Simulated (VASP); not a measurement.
Calculation: PBE GGA + U (Dudarev), VASP's PBE PAW potentials (set 64) (plane waves; VASP).

A VASP calculation is set up with these files.

File KPOINTS:
```
Automatic mesh
0
Gamma
15 15 15
0 0 0
```

**POSCAR**
```
HfN
3.1902680
  0.0000000000   0.7071067384   0.7071067384
  0.7071067384   0.0000000000   0.7071067384
  0.7071067384   0.7071067384   0.0000000000
Hf N
1 1
Cart
  0.0010196479   0.0054503787   0.0006420529
  0.7060870905   0.7016563596   0.7064646854
```

**INCAR**
```
! general
SYSTEM   = HfN
PREC     = Accurate
ENCUT    = 400
LREAL    = .FALSE.   ! projection in real space or not
LASPH    = .TRUE.   ! aspherical one-centre terms

! electronic loop
EDIFF    = 1E-6   ! SCF stop (eV)
NELM     = 100   ! most electronic steps
ALGO     = Normal   ! blocked Davidson
LMAXMIX  = 6   ! l cut-off of mixed one-centre charges

! smearing
ISMEAR   = 1   ! Methfessel-Paxton
SIGMA    = 0.1

! functional
GGA      = PE

! DFT+U
LDAU     = .TRUE.
LDAUTYPE = 2   ! Dudarev
LDAUL    = 2 -1
LDAUU    = 7.0 0
LDAUJ    = 0 0

! ions
ISIF     = 2   ! forces and stress, cell fixed

! output
LWAVE    = .FALSE.
LCHARG   = .FALSE.
```

POTCAR, in this order: Hf_pv N (PBE.64 set). Program: vasp_std.

Output

**OSZICAR**
```
       N       E                     dE             d eps       ncg     rms          rms(c)
DAV:   1     0.351202851853E+02    0.35120E+02   -0.71068E+03 37348   0.104E+03
DAV:   2    -0.190081435067E+02   -0.54128E+02   -0.51373E+02 48028   0.223E+02
DAV:   3    -0.207583452398E+02   -0.17502E+01   -0.17355E+01 47189   0.356E+01
DAV:   4    -0.207706762466E+02   -0.12331E-01   -0.12284E-01 43414   0.311E+00
DAV:   5    -0.207708475804E+02   -0.17133E-03   -0.17113E-03 47568   0.276E-01    0.505E+01
DAV:   6    -0.169241438196E+02    0.38467E+01   -0.16906E+01 42269   0.302E+01    0.453E+01
DAV:   7    -0.168596081357E+02    0.64536E-01   -0.70015E-01 44852   0.777E+00    0.308E+01
DAV:   8    -0.168376907186E+02    0.21917E-01   -0.23490E-01 43286   0.440E+00    0.848E+00
DAV:   9    -0.168199839731E+02    0.17707E-01   -0.87168E-02 43835   0.211E+00    0.169E+00
DAV:  10    -0.168195882265E+02    0.39575E-03   -0.30286E-03 43234   0.532E-01    0.361E-01
DAV:  11    -0.168196085667E+02   -0.20340E-04   -0.17084E-04 45832   0.132E-01    0.660E-02
DAV:  12    -0.168196057002E+02    0.28665E-05   -0.86587E-06 44367   0.266E-02    0.288E-02
DAV:  13    -0.168196054162E+02    0.28393E-06   -0.88510E-07 27127   0.981E-03
   1 F= -.16819605E+02 E0= -.16819389E+02  d E =-.650397E-03
```

OUTCAR:
```
------------------------ aborting loop because EDIFF is reached ----------------------------------------
  FORCE on cell =-STRESS in cart. coord.  units (eV):
  Direction    XX          YY          ZZ          XY          YZ          ZX
  --------------------------------------------------------------------------------------
  Total        4.2789509      4.3559825      4.2772554     -0.0047370     -0.0029819     -0.0005487
  in kB      298.5942626    303.9696926    298.4759481     -0.3305592     -0.2080852     -0.0382882
  external PRESSURE =     300.3466344 kB  Pullay stress =       0.0000000 kB
  volume of cell :       22.96
      direct lattice vectors                 reciprocal lattice vectors
     0.000000000  2.255860000  2.255860000    -0.221644960  0.221644960  0.221644960
     2.255860000  0.000000000  2.255860000     0.221644960 -0.221644960  0.221644960
     2.255860000  2.255860000  0.000000000     0.221644960  0.221644960 -0.221644960
 POSITION                                       TOTAL-FORCE (eV/Angst)
 -----------------------------------------------------------------------------------
      2.25911      0.01739      2.25791        -0.107183     -0.576202     -0.067484
      2.25261      2.23847      2.25381         0.107183      0.576202      0.067484
 -----------------------------------------------------------------------------------
    total drift:                                0.000035      0.000118      0.000023
  FREE ENERGIE OF THE ION-ELECTRON SYSTEM (eV)
  ---------------------------------------------------
  free  energy   TOTEN  =       -16.8196054162 eV

  energy  without entropy=      -16.8189550195  energy(sigma->0) =      -16.81938862
```
(Selected blocks of OUTCAR.)

File OUTCAR:
```
 val. band max:        9.7234080980   @ k =   0.0667   0.0667   0.1333

 cond. band min:       9.7272132752   @ k =   0.0000   0.0000   0.0000


 Fermi energy:         9.7268540142

 k-point     1 :       0.0000    0.0000    0.0000
  band No.  band energies     occupation
      1     -23.2309      2.00000
      2     -23.2292      2.00000
      3     -23.2291      2.00000
      4      -8.7352      2.00000
      5       5.8914      2.00000
      6       5.8920      2.00000
      7       5.8937      2.00000
      8       9.7272      0.99392
      9       9.7440      0.71522
     10       9.7457      0.68773
     11      10.4430     -0.00000

 k-point     2 :       0.0667    0.0000    0.0000
  band No.  band energies     occupation
      1     -23.2733      2.00000
      2     -23.2341      2.00000
      3     -23.2329      2.00000
      4      -8.6312      2.00000
      5       5.4546      2.00000
      6       5.7039      2.00000
      7       5.7175      2.00000
      8       9.7467      0.67096
      9       9.8769     -0.05528
     10       9.8863     -0.04663
     11      10.8090     -0.00000

 k-point     3 :       0.0000    0.0667    0.0000
  band No.  band energies     occupation
      1     -23.2731      2.00000
      2     -23.2343      2.00000
      3     -23.2329      2.00000
      4      -8.6312      2.00000
      5       5.4530      2.00000
      6       5.7039      2.00000
      7       5.7195      2.00000
      8       9.7434      0.72340
      9       9.8806     -0.05193
     10       9.8854     -0.04747
     11      10.8084     -0.00000

 k-point     4 :       0.0000    0.0000    0.0667
  band No.  band energies     occupation
      1     -23.2734      2.00000
      2     -23.2340      2.00000
      3     -23.2329      2.00000
      4      -8.6312      2.00000
      5       5.4557      2.00000
      6       5.7038      2.00000
      7       5.7161      2.00000
      8       9.7491      0.63357
      9       9.8755     -0.05650
...
```

At this cut-off the stress carries a Pulay error, which pulls relaxed volumes low. Unless said otherwise, spin-orbit coupling is left out, though it shifts the bands of the heavy elements here.

The structure comes from a computed database's HfN entry; how it stands against other phases isn't given here. The cell was not relaxed at this level, atoms are displaced from their ideal sites. The run is one of a series of settings (LDAU = .TRUE., LDAUJ = 0 0, LDAUL = 2 -1, LDAUTYPE = 2, LDAUU = 7.0 0 against the base run), some of them coarse on purpose. The electron count is odd and the run is not spin-polarised, which forces a metal.
